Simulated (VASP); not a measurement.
Level of theory: optB86b-vdW, VASP's PBE PAW potentials (set 64) (plane waves; VASP 6.6.1).

The input files of a VASP run:

**POSCAR**
```
ZrC
1
    0.0000000000     2.3942795247     2.3942795247
    2.3942795247     0.0000000000     2.3942795247
    2.3942795247     2.3942795247     0.0000000000
Zr C
1 1
Direct
  0.0000000000   0.0000000000   0.0000000000
  0.5000000000   0.5000000000   0.5000000000
```

**KPOINTS**
```
kpoints
0
Gamma
13 13 13
```

**INCAR**
```
SYSTEM = ZrC
ISIF = 2
ALGO = Normal   ! blocked Davidson
ISMEAR = 1   ! Methfessel-Paxton
LREAL = .FALSE.
PARAM1 = 0.1234
NELM = 100   ! most electronic steps
GGA = MK
AGGAC = 0.0
LUSE_VDW = .TRUE.
LCHARG = .FALSE.
ENCUT = 520   ! plane-wave cut-off (eV)
LASPH = .TRUE.
LMAXMIX = 4   ! l cut-off of mixed one-centre charges
LWAVE = .FALSE.
SIGMA = 0.1   ! width (eV)
EDIFF = 1E-7
PARAM2 = 1.0
PREC = Accurate
```

POTCAR, in this order: Zr_sv C (PBE.64 set). Program: vasp_std.

Task: Estimate the energy per atom (σ→0), pressure, band gap (on the k-mesh).

Result: 
```yaml
energy per atom (σ→0): -8.029 eV/atom
band gap (on the k-mesh): none (metal, semimetal or under 0.01 eV)
pressure: -118.9 kbar
```

File OSZICAR:
```
...
DAV:   8    -0.160614830661E+02    0.11748E-01   -0.16348E-01  2192   0.372E+00    0.136E+00
DAV:   9    -0.160574031924E+02    0.40799E-02   -0.31693E-02  2540   0.121E+00    0.446E-01
DAV:  10    -0.160578427166E+02   -0.43952E-03   -0.20340E-03  2436   0.577E-01    0.333E-01
DAV:  11    -0.160576397266E+02    0.20299E-03   -0.74859E-04  2252   0.219E-01    0.179E-02
DAV:  12    -0.160576398899E+02   -0.16335E-06   -0.16783E-05  2992   0.411E-02    0.105E-02
DAV:  13    -0.160576395543E+02    0.33563E-06   -0.64751E-07  2400   0.679E-03    0.134E-03
DAV:  14    -0.160576395675E+02   -0.13265E-07   -0.18253E-08  1324   0.147E-03
   1 F= -.16057640E+02 E0= -.16057580E+02  d E =-.180086E-03
```

The compound is ZrC in the rock salt structure. This cell is one point of a volume scan, at 1.06 of the reference volume.
